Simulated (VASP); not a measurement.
All values below come from PBEsol GGA, VASP's PBE PAW potentials (set 64) (plane waves; VASP 6.6.1).

VASP input:

### POSCAR
```
Re
1
    2.5510333156    -0.0000000000     0.0000000000
   -0.0000000000     2.5510333156    -0.0000000000
    0.0000000000    -0.0000000000     2.5510333156
Re
1
Direct
  0.0000000000   0.0000000000   0.0000000000
```

File KPOINTS:
```
Automatic mesh
0
Gamma
16 16 16
0 0 0
```

### INCAR
```
! general
SYSTEM   =  Re
PREC     =  Accurate
ENCUT    =  400
LREAL    =  .False.
LASPH    =  .True.

! electronic loop
EDIFF    =  1E-7
NELM     =  100
ALGO     =  Normal
LMAXMIX  =  6

! smearing
ISMEAR   =  -5

! functional
GGA      =  PS

! ions
ISIF     =  2

! output
LWAVE    =  .False.
LCHARG   =  .True.
LORBIT   =  11
NEDOS    =  601
```

POTCAR, in this order: Re (PBE.64 set). Program: vasp_std.

The resulting files:

OUTCAR:
```
 ion  position               nearest neighbor table
   1  0.000  0.000  0.000-
  LATTYP: Found a simple cubic cell.
 ALAT       =     2.5510333156
 Subroutine PRICEL returns:
 Original cell was already a primitive cell.
 Subroutine GETGRP returns: Found 48 space group operations
The static configuration has the point symmetry O_h .
The dynamic configuration has the point symmetry O_h .
 Subroutine INISYM returns: Found 48 space group operations
 Subroutine IBZKPT returns following result:
 Found    165 irreducible k-points:

 Following reciprocal coordinates:
            Coordinates               Weight
  0.000000  0.000000  0.000000      1.000000
  0.062500  0.000000  0.000000      6.000000
  0.125000  0.000000  0.000000      6.000000
  0.187500  0.000000  0.000000      6.000000
  0.250000  0.000000  0.000000      6.000000
  0.312500  0.000000  0.000000      6.000000
  0.375000  0.000000  0.000000      6.000000
  0.437500  0.000000  0.000000      6.000000
  0.500000  0.000000  0.000000      3.000000
  0.062500  0.062500  0.000000     12.000000
...
```

### OSZICAR
```
       N       E                     dE             d eps       ncg     rms          rms(c)
DAV:   1    -0.178567173562E+01   -0.17857E+01   -0.30039E+03  3913   0.920E+02
DAV:   2    -0.120424441237E+02   -0.10257E+02   -0.10102E+02  2352   0.864E+01
DAV:   3    -0.124597000629E+02   -0.41726E+00   -0.41343E+00  4172   0.232E+01
DAV:   4    -0.124602451911E+02   -0.54513E-03   -0.54318E-03  2394   0.698E-01
DAV:   5    -0.124602581709E+02   -0.12980E-04   -0.12925E-04  4522   0.240E-01    0.273E+01
DAV:   6    -0.120573771174E+02    0.40288E+00   -0.53572E-01  3640   0.206E+01    0.120E+01
DAV:   7    -0.119349587389E+02    0.12242E+00   -0.34050E-01  3724   0.156E+01    0.515E-01
DAV:   8    -0.119306948191E+02    0.42639E-02   -0.22998E-03  2548   0.100E+00    0.193E-01
DAV:   9    -0.119305661584E+02    0.12866E-03   -0.30188E-04  3003   0.336E-01    0.363E-02
DAV:  10    -0.119305488078E+02    0.17351E-04   -0.22432E-05  3619   0.472E-02    0.268E-03
DAV:  11    -0.119305504637E+02   -0.16559E-05   -0.15548E-07  2142   0.692E-03    0.233E-03
DAV:  12    -0.119305510874E+02   -0.62374E-06   -0.33482E-08  1575   0.684E-03    0.357E-04
DAV:  13    -0.145443618916E+02   -0.26138E+01   -0.26035E+01  1484   0.202E-03    0.922E-02
DAV:  14    -0.119305509390E+02    0.26138E+01   -0.35750E+00  1316   0.400E-01    0.124E-03
DAV:  15    -0.119305510763E+02   -0.13729E-06   -0.51618E-09  1295   0.156E-03    0.248E-04
DAV:  16    -0.121304977254E+02   -0.19995E+00   -0.18961E+00  1260   0.173E-03    0.676E-02
DAV:  17    -0.119305511371E+02    0.19995E+00   -0.18160E+00  1218   0.455E-01    0.817E-04
DAV:  18    -0.119305511014E+02    0.35623E-07   -0.13197E-09  1190   0.132E-03
   1 F= -.11930551E+02 E0= -.11930551E+02  d E =0.000000E+00
```

OUTCAR:
```
------------------------ aborting loop because EDIFF is reached ----------------------------------------
  FORCE on cell =-STRESS in cart. coord.  units (eV):
  Direction    XX          YY          ZZ          XY          YZ          ZX
  --------------------------------------------------------------------------------------
  Total       -0.0266375     -0.0266375     -0.0266375      0.0000000      0.0000000     -0.0000000
  in kB       -2.5707271     -2.5707271     -2.5707271      0.0000000      0.0000000     -0.0000000
  external PRESSURE =      -2.5707271 kB  Pullay stress =       0.0000000 kB
  volume of cell :       16.60
      direct lattice vectors                 reciprocal lattice vectors
     2.551033316  0.000000000  0.000000000     0.391998017  0.000000000  0.000000000
     0.000000000  2.551033316  0.000000000     0.000000000  0.391998017  0.000000000
     0.000000000  0.000000000  2.551033316     0.000000000  0.000000000  0.391998017
 POSITION                                       TOTAL-FORCE (eV/Angst)
 -----------------------------------------------------------------------------------
      0.00000      0.00000      0.00000         0.000000      0.000000      0.000000
 -----------------------------------------------------------------------------------
    total drift:                                0.000000      0.000000     -0.000000
  FREE ENERGIE OF THE ION-ELECTRON SYSTEM (eV)
  ---------------------------------------------------
  free  energy   TOTEN  =       -11.9305511014 eV

  energy  without entropy=      -11.9305511014  energy(sigma->0) =      -11.93055110

 total charge

# of ion       s       p       d       tot
------------------------------------------
    1        0.666   0.522   4.980   6.167
```
(Selected blocks of OUTCAR.)

OUTCAR:
```
 val. band max:        6.9201352829   @ k =   0.5000   0.1875   0.0000

 cond. band min:       6.5554358426   @ k =   0.2500   0.2500   0.2500


 Fermi energy:         6.8397820036

 k-point     1 :       0.0000    0.0000    0.0000
  band No.  band energies     occupation
      1      -2.6002      2.00000
      2       1.2917      2.00000
      3       1.2917      2.00000
      4      10.4868      0.00000
      5      10.4868      0.00000
      6      10.4868      0.00000
      7      22.3956      0.00000

 k-point     2 :       0.0625    0.0000    0.0000
  band No.  band energies     occupation
      1      -2.4664      2.00000
      2       1.3247      2.00000
      3       1.4351      2.00000
      4      10.2824      0.00000
      5      10.2824      0.00000
      6      10.5015      0.00000
      7      21.6233      0.00000

 k-point     3 :       0.1250    0.0000    0.0000
  band No.  band energies     occupation
      1      -2.0921      2.00000
      2       1.4200      2.00000
      3       1.8656      2.00000
      4       9.7441      0.00000
      5       9.7441      0.00000
      6      10.5437      0.00000
      7      20.0326      0.00000

 k-point     4 :       0.1875    0.0000    0.0000
  band No.  band energies     occupation
      1      -1.5470      2.00000
      2       1.5666      2.00000
      3       2.5705      2.00000
      4       9.0316      0.00000
      5       9.0316      0.00000
      6      10.6072      0.00000
      7      18.3610      0.00000

 k-point     5 :       0.2500    0.0000    0.0000
  band No.  band energies     occupation
      1      -0.9158      2.00000
      2       1.7460      2.00000
      3       3.4828      2.00000
      4       8.2942      0.00000
      5       8.2942      0.00000
      6      10.6831      0.00000
      7      16.9150      0.00000

 k-point     6 :       0.3125    0.0000    0.0000
  band No.  band energies     occupation
      1      -0.2753      2.00000
...
```

For a metal the tetrahedron method with Blöchl corrections gives inexact stress and forces. Unless said otherwise, spin-orbit coupling is left out, though it shifts the bands of the heavy elements here.

The structure was generated: Re was put into the simple-cubic type (Pm-3m), which need not be its known phase. It was relaxed first.
